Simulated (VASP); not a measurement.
VASP runs on RbBr (rock salt) share one base input (PBE GGA, plane waves, VASP's PBE PAW potentials (set 64)) and change the settings named in each case.

**INCAR**
```
ALGO = Normal
EDIFF = 1E-6
ENCUT = 400
GGA = PE
ISIF = 2
ISMEAR = 0
LASPH = .TRUE.
LCHARG = .FALSE.
LMAXMIX = 4
LREAL = .FALSE.
LWAVE = .FALSE.
NELM = 100
PREC = Accurate
SIGMA = 0.05
SYSTEM = RbBr
```

File KPOINTS:
```
Automatic mesh
0
Gamma
6 6 6
0 0 0
```

**POSCAR**
```
RbBr
1
    0.0000000000     3.5139000000     3.5139000000
    3.5139000000     0.0000000000     3.5139000000
    3.5139000000     3.5139000000     0.0000000000
Rb Br
1 1
Direct
  0.0000000000   0.0000000000   0.0000000000
  0.5000000000   0.5000000000   0.5000000000
```

POTCAR, in this order: Rb_sv Br (PBE.64 set). Program: vasp_std.

```
change                                             E(σ→0) (eV/atom)  pressure (GPa)  electronic steps
-------------------------------------------------  ----------------  --------------  ----------------
base run                                                    -3.0577           -0.06                13
AMIX = 0.05, BMIX = 0.0001, IMIX = 4                        -3.0577           -0.05                15
AMIX = 0.1, BMIX = 0.0001, IMIX = 4                         -3.0577           -0.06                15
AMIX = 1.0, BMIX = 3.0, IMIX = 4                            -3.0577           -0.05                13
AMIX = 0.05, BMIX = 3.0, IMIX = 1 (not converged)           -3.0541            1.00               100
AMIX = 1.0, BMIX = 0.0001, IMIX = 4                         -3.0577           -0.05                12
```

Left out are runs that ran out of time, are held back, or changed the cell or the kind of run, fixed moments of cells without a moment, rows past the twelfth, gaps on odd meshes, pressures of charged cells and columns that move by less than the noise.

The compound is RbBr in the rock salt structure. The cell was not relaxed at this level.
